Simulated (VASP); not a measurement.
Lattice constant a of fcc metals: measurement against SCAN

Computed values from VASP (plane waves, PAW); cells keep the symmetry of their structure type. Static lattice, each level at its own minimum.

Here x stands for SCAN a and y for measured a.

| solid | SCAN a (Å) | measured a (Å) | cut-off (eV) | basis of the measured value |
|---|---|---|---|---|
| Cu | 3.567 | 3.595 | 520 | 0 K, zero-point corrected |
| Rh | 3.787 | 3.794 | 520 | 0 K, zero-point corrected |
| Ir | 3.789 | 3.831 | 520 | 0 K, zero-point corrected |
| Pt | 3.897 | 3.913 | 520 | 0 K, zero-point corrected |
| Al | 4.006 | 4.018 | 520 | 0 K, zero-point corrected |
| Ag | 4.083 | ? | 520 | 0 K, zero-point corrected |

Fit y of the 5 rows that show it with a straight line. With u = x - 3.81, the rows have u = -0.24300, -0.02300, -0.02100, 0.08700, 0.19600. Means: u -0.00080000, y 3.8302. About the means, the sum of products is 0.10198 and the sum of squares of u is 0.10600; the slope is their ratio. Least squares gives y = 3.8310 + 0.9621·u. Residuals (row less fit): -0.0022, -0.0149, 0.0202, -0.0017, -0.0016; standard error 0.0146 (degrees of freedom: 3). The slope is 0.962 with a standard error of 0.045. Before the fit, SCAN less measured has mean -0.0210, mean absolute 0.0210 and median absolute 0.0160 Å over these 5 rows.

Task: What does the fit predict for y at x = 4.083, and how far is the measured value from it?

Result: u = 0.27300, so y = 3.8310 + 0.9621 × 0.27300 = 4.0937 Å. The measured value is 4.062 Å, 0.0317 Å below the prediction (6.8 % of the range of y in the table). The row lies outside the fitted rows, so this is an extrapolation. From the scatter of the fitted rows alone, a prediction at this place has a standard error of 0.0202 Å, so the miss is 1.6 times that.

Plain SCAN misses this row by 0.021 Å. The rows are a random draw of 6 from the 6 solids that have both values on this basis (zero-point corrected by the source), of 6 computed in this series. Not drawn: V to Ni and open 4f shells, rows kept for tests, unfit runs, cells that left their space group, values derived or compiled from fits, values whose temperature is given only as extrapolated, encyclopaedia, home-page and unnamed sources, sources from 2025 on. Measured values as quoted by these papers, many of them computational: Cu Gábor I. Csonka et al., Physical Review B (2009), arXiv:0903.4037; Rh Daniel Mejia-Rodriguez et al., Physical Review B (2018), arXiv:1807.09216; Ir Daniel Mejia-Rodriguez et al., Physical Review B (2018), arXiv:1807.09216; Pt Daniel Mejia-Rodriguez et al., Physical Review B (2018), arXiv:1807.09216; Al Daniel Mejia-Rodriguez et al., Physical Review B (2018), arXiv:1807.09216; Ag Daniel Mejia-Rodriguez et al., Physical Review B (2018), arXiv:1807.09216.
